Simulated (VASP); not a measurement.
Consider the following.

```yaml
crystal:
  lattice:
    - [3.02825, 0.00000, 0.00000]
    - [-1.51413, 2.62254, 0.00000]
    - [0.00000, 0.00000, 19.80563]
  atoms:
    - { symbol: Si, position: [0.33333, 0.66667, 0.87520] }
    - { symbol: Si, position: [0.66667, 0.33333, 0.37520] }
    - { symbol: Si, position: [0.33333, 0.66667, 0.62499] }
    - { symbol: Si, position: [0.66667, 0.33333, 0.12499] }
    - { symbol: Si, position: [0.00000, 0.00000, 0.00009] }
    - { symbol: Si, position: [0.00000, 0.00000, 0.50009] }
    - { symbol: Si, position: [0.66667, 0.33333, 0.75010] }
    - { symbol: Si, position: [0.33333, 0.66667, 0.25010] }
    - { symbol: C, position: [0.33333, 0.66667, 0.34413] }
    - { symbol: C, position: [0.66667, 0.33333, 0.84413] }
    - { symbol: C, position: [0.66667, 0.33333, 0.21872] }
    - { symbol: C, position: [0.33333, 0.66667, 0.71872] }
    - { symbol: C, position: [0.00000, 0.00000, 0.59385] }
    - { symbol: C, position: [0.00000, 0.00000, 0.09385] }
    - { symbol: C, position: [0.33333, 0.66667, 0.96893] }
    - { symbol: C, position: [0.66667, 0.33333, 0.46893] }
```

Level of theory: PBE GGA, VASP's PBE PAW potentials (set 64) (plane waves; VASP 6.6.1). Settings: LREAL = Auto, 400 eV cut-off, 6×6×1 Γ-centred mesh, Gaussian smearing of 0.010 eV, potentials Si C.

At this cut-off the stress carries a Pulay error, which pulls relaxed volumes low.

### Question
Estimate the energy per atom (σ→0), pressure, band gap (on the k-mesh) with the smallest direct gap where there is one.

### Answer

```
Property                                     Result
-----------------------------------  --------------
band gap (on the k-mesh)                    1.74 eV
smallest direct gap (on the k-mesh)         2.84 eV
energy per atom (σ→0)                -7.500 eV/atom
pressure                                 146.6 kbar
```

The structure comes from a computed database's SiC entry; how it stands against other phases isn't given here. The cell was not relaxed at this level.
